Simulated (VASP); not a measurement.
Input:

```
HfO2
1.0
    0.00000     2.47243     2.47243
    2.47243     0.00000     2.47243
    2.47243     2.47243     0.00000
Hf O
1 2
Direct
  0.00000   0.00000   0.00000
  0.25000   0.25000   0.25000
  0.75000   0.75000   0.75000
```

All values below come from PBE GGA with D3 dispersion (Becke-Johnson damping), VASP's PBE PAW potentials (set 64) (plane waves; VASP). Settings: 520 eV cut-off, 8×8×8 Γ-centred mesh, Gaussian smearing of 0.050 eV, potentials Hf_pv O.

Problem. Give the stress tensor in GPa (positive for a compressed cell).

Solution. 
```
18.36   0.00   0.00
 0.00  18.36   0.00
 0.00   0.00  18.36
```
The pressure is its mean diagonal, 18.36 GPa.

The compound is HfO2 in the fluorite structure, the high-temperature cubic form, which is unstable at 0 K; the monoclinic form is the stable one. This cell is one point of a volume scan, at 0.94 of the reference volume.
